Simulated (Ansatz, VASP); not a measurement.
## Two plane-wave programs on AlC3

```
Al C
1.0
     3.20845    0.00000    0.00000
     0.00000    3.20845    0.00000
     0.00000    0.00000    3.20845
Al C
1 3
Direct
  0.00000 0.00000 0.00000
  0.00000 0.50000 0.50000
  0.50000 0.00000 0.50000
  0.50000 0.50000 0.00000
```

Alike in both runs: functional PBE; k mesh 14 × 14 × 14; occupations gaussian, width 0.1 eV; no spin polarisation.

Ansatz relaxed the structure, and its values are those at the end. VASP's run is a single point on that final structure, the one shown.

```csv
,VASP,Ansatz
version,VASP 6.6.1,Ansatz 0.2.0
potentials or method,"VASP PAW PBE potentials, release 64 (Al, C)","scalar-relativistic, plane waves, PAW"
plane-wave cutoff (eV),520,420
valence electrons in the cell,15,15
```

```tsv
	VASP	Ansatz	Ansatz less VASP
gap on the k mesh at the Fermi level (eV)	none	none	-
pressure (GPa)	0.0	0.0	0.00
```

A gap of «none» marks a metal or a gap that the smearing closes.
